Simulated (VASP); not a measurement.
Output of a VASP run:

**OSZICAR**
```
...
       N       E                     dE             d eps       ncg     rms          rms(c)
DAV:   1    -0.286419704327E+03   -0.98018E-03   -0.10288E-02   704   0.215E-01    0.476E-02
RMM:   2    -0.286419930456E+03   -0.22613E-03   -0.10971E-03   644   0.607E-02    0.292E-02
RMM:   3    -0.286419969265E+03   -0.38809E-04   -0.23805E-04   644   0.294E-02    0.226E-02
RMM:   4    -0.286419963557E+03    0.57074E-05   -0.17440E-04   643   0.209E-02    0.109E-02
RMM:   5    -0.286419970335E+03   -0.67777E-05   -0.40039E-05   486   0.108E-02
  13 F= -.28641997E+03 E0= -.28641360E+03  d E =-.123867E-02  mag=     1.0000
       N       E                     dE             d eps       ncg     rms          rms(c)
DAV:   1    -0.286420348012E+03   -0.38445E-03   -0.89814E-02   686   0.639E-01    0.127E-01
RMM:   2    -0.286421512473E+03   -0.11645E-02   -0.82802E-03   644   0.167E-01    0.592E-02
RMM:   3    -0.286421716557E+03   -0.20408E-03   -0.14647E-03   649   0.769E-02    0.409E-02
RMM:   4    -0.286421708347E+03    0.82098E-05   -0.31283E-04   644   0.376E-02    0.218E-02
RMM:   5    -0.286421727486E+03   -0.19139E-04   -0.11067E-04   641   0.212E-02    0.105E-02
RMM:   6    -0.286421729544E+03   -0.20585E-05   -0.20607E-05   398   0.107E-02
  14 F= -.28642173E+03 E0= -.28641923E+03  d E =-.299788E-02  mag=     1.0000
       N       E                     dE             d eps       ncg     rms          rms(c)
DAV:   1    -0.286423671091E+03   -0.19436E-02   -0.13635E-02   696   0.240E-01    0.467E-02
RMM:   2    -0.286423769972E+03   -0.98880E-04   -0.10919E-03   644   0.612E-02    0.191E-02
RMM:   3    -0.286423786561E+03   -0.16589E-04   -0.17310E-04   654   0.271E-02    0.132E-02
RMM:   4    -0.286423786090E+03    0.47038E-06   -0.31648E-05   427   0.124E-02
  15 F= -.28642379E+03 E0= -.28642186E+03  d E =-.205655E-02  mag=     1.0000
       N       E                     dE             d eps       ncg     rms          rms(c)
DAV:   1    -0.286425041124E+03   -0.12546E-02   -0.61339E-02   694   0.508E-01    0.100E-01
RMM:   2    -0.286425430063E+03   -0.38894E-03   -0.47442E-03   644   0.127E-01    0.405E-02
RMM:   3    -0.286425502871E+03   -0.72809E-04   -0.78594E-04   654   0.568E-02    0.274E-02
RMM:   4    -0.286425502301E+03    0.57005E-06   -0.12362E-04   643   0.253E-02    0.128E-02
RMM:   5    -0.286425506570E+03   -0.42684E-05   -0.38199E-05   477   0.140E-02
  16 F= -.28642551E+03 E0= -.28642444E+03  d E =-.377703E-02  mag=     1.0000
       N       E                     dE             d eps       ncg     rms          rms(c)
DAV:   1    -0.286425511101E+03   -0.87997E-05   -0.16731E-04   712   0.273E-02    0.776E-03
RMM:   2    -0.286425511401E+03   -0.29982E-06   -0.90021E-06   351   0.604E-03    0.431E-03
RMM:   3    -0.286425511155E+03    0.24591E-06   -0.96923E-07   233   0.241E-03    0.175E-03
RMM:   4    -0.286425511180E+03   -0.25162E-07   -0.98248E-07   193   0.170E-03
  17 F= -.28642551E+03 E0= -.28642441E+03  d E =-.378164E-02  mag=     1.0000
       N       E                     dE             d eps       ncg     rms          rms(c)
DAV:   1    -0.286425928330E+03   -0.41717E-03   -0.43391E-03   680   0.131E-01    0.251E-02
RMM:   2    -0.286425952830E+03   -0.24500E-04   -0.30582E-04   644   0.321E-02    0.969E-03
RMM:   3    -0.286425957002E+03   -0.41719E-05   -0.48833E-05   505   0.142E-02    0.671E-03
RMM:   4    -0.286425956997E+03    0.53551E-08   -0.77575E-06   382   0.606E-03
  18 F= -.28642596E+03 E0= -.28642469E+03  d E =-.445817E-03  mag=     1.0000
```

### OUTCAR
```
------------------------ aborting loop because EDIFF is reached ----------------------------------------
  FORCE on cell =-STRESS in cart. coord.  units (eV):
  Direction    XX          YY          ZZ          XY          YZ          ZX
  --------------------------------------------------------------------------------------
  Total       17.7183759     18.3506048     18.3140262      0.0557432     -0.0074633     -0.0295238
  in kB       18.8377832     19.5099549     19.4710653      0.0592649     -0.0079348     -0.0313891
  external PRESSURE =      19.2729345 kB  Pullay stress =       0.0000000 kB
  volume of cell :     1506.97
      direct lattice vectors                 reciprocal lattice vectors
    11.464846211  0.000000000  0.000000000     0.087223150  0.000000000  0.000000000
     0.000000000 11.464846211  0.000000000     0.000000000  0.087223150  0.000000000
     0.000000000  0.000000000 11.464846211     0.000000000  0.000000000  0.087223150
  FREE ENERGIE OF THE ION-ELECTRON SYSTEM (eV)
  ---------------------------------------------------
  free  energy   TOTEN  =      -286.4259569966 eV

  energy  without entropy=     -286.4234302750  energy(sigma->0) =     -286.42469364

 total charge

# of ion       s       p       d       tot
------------------------------------------
    1        0.395   0.365   0.000   0.760
    2        0.395   0.363   0.000   0.758
    3        0.395   0.363   0.000   0.758
    4        0.395   0.364   0.000   0.759
    5        0.395   0.365   0.000   0.760
    6        0.395   0.363   0.000   0.758
    7        0.395   0.365   0.000   0.760
    8        0.395   0.365   0.000   0.760
    9        0.404   0.369   0.000   0.774
   10        0.405   0.369   0.000   0.774
   11        0.395   0.363   0.000   0.758
   12        0.404   0.370   0.000   0.774
   13        0.395   0.365   0.000   0.760
   14        0.395   0.365   0.000   0.760
   15        0.395   0.364   0.000   0.759
   16        0.395   0.363   0.000   0.758
   17        0.395   0.363   0.000   0.758
   18        0.395   0.363   0.000   0.758
   19        0.395   0.365   0.000   0.760
   20        0.395   0.363   0.000   0.758
   21        0.405   0.370   0.000   0.774
   22        0.395   0.363   0.000   0.758
   23        0.395   0.364   0.000   0.759
   24        0.395   0.363   0.000   0.758
   25        0.395   0.363   0.000   0.758
   26        0.395   0.365   0.000   0.760
   27        0.395   0.363   0.000   0.758
   28        0.395   0.365   0.000   0.760
   29        0.395   0.365   0.000   0.760
   30        0.395   0.365   0.000   0.760
   31        0.395   0.365   0.000   0.760
   32        0.395   0.364   0.000   0.759
   33        1.189   1.672   0.022   2.883
   34        1.186   1.684   0.024   2.894
   35        1.186   1.684   0.024   2.893
   36        1.189   1.672   0.021   2.882
   37        1.186   1.684   0.024   2.893
   38        1.189   1.672   0.022   2.883
   39        1.186   1.684   0.023   2.893
   40        1.186   1.684   0.024   2.894
   41        1.186   1.684   0.024   2.893
   42        1.189   1.673   0.022   2.883
   43        1.186   1.684   0.024   2.894
   44        1.186   1.683   0.023   2.893
   45        1.189   1.672   0.021   2.882
   46        1.186   1.684   0.023   2.893
   47        1.186   1.682   0.023   2.891
   48        1.186   1.684   0.024   2.893
...
```
(Selected blocks of OUTCAR.)

**POSCAR**
```
Al32As31Si
1
   11.4648462108     0.0000000000     0.0000000000
    0.0000000000    11.4648462108    -0.0000000000
   -0.0000000000    -0.0000000000    11.4648462108
Al As Si
32 31 1
Direct
  0.5000000000   0.0000000000   0.0000000000
  0.7500000000   0.2500000000   0.0000000000
  0.7500000000   0.0000000000   0.2500000000
  0.0000000000   0.0000000000   0.0000000000
  0.2500000000   0.2500000000   0.0000000000
  0.5000000000   0.5000000000   0.0000000000
  0.7500000000   0.7500000000   0.0000000000
  0.2500000000   0.0000000000   0.2500000000
  0.4978540000   0.2461960000   0.2537740000
  0.7490380000   0.4989290000   0.2513390000
  0.5000000000   0.0000000000   0.5000000000
  0.7523820000   0.2483390000   0.5042240000
  0.7500000000   0.0000000000   0.7500000000
  0.0000000000   0.5000000000   0.0000000000
  0.2500000000   0.7500000000   0.0000000000
  0.0000000000   0.2500000000   0.2500000000
  0.2500000000   0.5000000000   0.2500000000
  0.5000000000   0.7500000000   0.2500000000
  0.0000000000   0.0000000000   0.5000000000
  0.2500000000   0.2500000000   0.5000000000
  0.4995310000   0.4975660000   0.5034070000
  0.7500000000   0.7500000000   0.5000000000
  0.2500000000   0.0000000000   0.7500000000
  0.5000000000   0.2500000000   0.7500000000
  0.7500000000   0.5000000000   0.7500000000
  0.0000000000   0.7500000000   0.2500000000
  0.0000000000   0.5000000000   0.5000000000
  0.2500000000   0.7500000000   0.5000000000
  0.0000000000   0.2500000000   0.7500000000
  0.2500000000   0.5000000000   0.7500000000
  0.5000000000   0.7500000000   0.7500000000
  0.0000000000   0.7500000000   0.7500000000
  0.6250000000   0.1250000000   0.1250000000
  0.8750000000   0.3750000000   0.1250000000
  0.8750000000   0.1250000000   0.3750000000
  0.1250000000   0.1250000000   0.1250000000
  0.3750000000   0.3750000000   0.1250000000
  0.6250000000   0.6250000000   0.1250000000
  0.8750000000   0.8750000000   0.1250000000
  0.3750000000   0.1250000000   0.3750000000
  0.8750000000   0.6250000000   0.3750000000
  0.6250000000   0.1250000000   0.6250000000
  0.8750000000   0.3750000000   0.6250000000
  0.8750000000   0.1250000000   0.8750000000
  0.1250000000   0.6250000000   0.1250000000
  0.3750000000   0.8750000000   0.1250000000
  0.1250000000   0.3750000000   0.3750000000
  0.3750000000   0.6250000000   0.3750000000
  0.6250000000   0.8750000000   0.3750000000
  0.1250000000   0.1250000000   0.6250000000
  0.3750000000   0.3750000000   0.6250000000
  0.6250000000   0.6250000000   0.6250000000
  0.8750000000   0.8750000000   0.6250000000
  0.3750000000   0.1250000000   0.8750000000
  0.6250000000   0.3750000000   0.8750000000
  0.8750000000   0.6250000000   0.8750000000
  0.1250000000   0.8750000000   0.3750000000
  0.1250000000   0.6250000000   0.6250000000
  0.3750000000   0.8750000000   0.6250000000
  0.1250000000   0.3750000000   0.8750000000
  0.3750000000   0.6250000000   0.8750000000
  0.6250000000   0.8750000000   0.8750000000
  0.1250000000   0.8750000000   0.8750000000
  0.6254120000   0.3791280000   0.3785100000
```

**Question.** Write an INCAR and KPOINTS that could have produced this output.

**Answer.** This is not unique; one that fits is the input of the run itself, PBE GGA, plane waves, VASP's PBE PAW potentials (set 64).

INCAR:
```
# general
SYSTEM   =  Al32As31Si
PREC     =  Normal
ENCUT    =  400   # plane-wave cut-off (eV)
LREAL    =  Auto   # projection in real space or not
LASPH    =  .TRUE.
ISYM     =  0
NELECT   =  257.0

# electronic loop
EDIFF    =  1E-5   # SCF stop (eV)
NELM     =  100
NELMIN   =  4
ALGO     =  Fast   # Davidson, then RMM-DIIS
LMAXMIX  =  4   # l cut-off of mixed one-centre charges

# smearing
ISMEAR   =  0   # Gaussian
SIGMA    =  0.05

# functional
GGA      =  PE   # PBE

# spin
ISPIN    =  2
MAGMOM   =  64*0.0156
NUPDOWN  =  1

# ions
IBRION   =  2   # conjugate gradients
NSW      =  60
ISIF     =  2   # forces and stress, cell fixed
EDIFFG   =  -0.03

# output
LWAVE    =  .FALSE.
LCHARG   =  .FALSE.
LORBIT   =  10
```

KPOINTS:
```
kpoints
0
Gamma
  1 1 1
0 0 0
```

POTCAR, in this order: Al As Si (PBE.64 set). Program: vasp_gam.

The cell is charged, with a uniform compensating background. The supercell is sampled at Γ alone, which is coarse: total energies, pressure and levels can be off, energies of defects by several tenths of an eV.

The cell is a supercell with a defect, built from AlAs (zinc blende): Si_As, charge -2.
